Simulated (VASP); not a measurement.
These are PBE GGA with D4 dispersion, VASP's PBE PAW potentials (set 64) (plane waves; VASP) values and carry that method's errors.

VASP ran on this input.

**INCAR**
```
# general
SYSTEM =V
PREC   =Accurate
ENCUT  =520
LREAL  =.FALSE.
LASPH  =.TRUE.

# electronic loop
EDIFF  =1E-7
NELM   =100
ALGO   =Normal
LMAXMIX=4

# smearing
ISMEAR =1
SIGMA  =0.1

# functional
GGA    =PE
IVDW   =13

# ions
ISIF   =2

# output
LWAVE  =.FALSE.
LCHARG =.FALSE.
```

### KPOINTS
```
Automatic mesh
0
Gamma
17 17 17
0 0 0
```

**POSCAR**
```
V
1.0
 -1.5170410729   1.5170410729   1.5170410729
  1.5170410729  -1.5170410729   1.5170410729
  1.5170410729   1.5170410729  -1.5170410729
V
1
Cartesian
  0.0000000000   0.0000000000   0.0000000000
```

POTCAR, in this order: V_sv (PBE.64 set). Program: vasp_std.

**Question.** Estimate the energy per atom (σ→0), dispersion energy, pressure, band gap (on the k-mesh).

**Answer.** 
- energy per atom (σ→0) = -9.297 eV/atom
- dispersion energy = -0.316 eV
- band gap (on the k-mesh) = none (metal, semimetal or under 0.01 eV)
- pressure = -9.49 GPa

### OSZICAR
```
...
DAV:   7    -0.898918456689E+01    0.17368E-01   -0.22678E-02  3322   0.258E+00    0.853E-01
DAV:   8    -0.898054977955E+01    0.86348E-02   -0.65950E-03  3334   0.136E+00    0.577E-02
DAV:   9    -0.898059425958E+01   -0.44480E-04   -0.73045E-05  3318   0.141E-01    0.319E-02
DAV:  10    -0.898059719258E+01   -0.29330E-05   -0.67187E-06  3340   0.337E-02    0.211E-03
DAV:  11    -0.898059779487E+01   -0.60229E-06   -0.23864E-07  3214   0.738E-03    0.866E-04
DAV:  12    -0.898059809724E+01   -0.30237E-06   -0.30878E-08  1654   0.295E-03    0.405E-04
DAV:  13    -0.898059813337E+01   -0.36127E-07   -0.35046E-09  1650   0.886E-04
   1 F= -.92968277E+01 E0= -.92966003E+01  d E =-.682381E-03
```

The compound is V in the bcc structure. This cell is one point of a volume scan, at 1.06 of the reference volume. The run is not spin-polarised, so no magnetic state was tried.
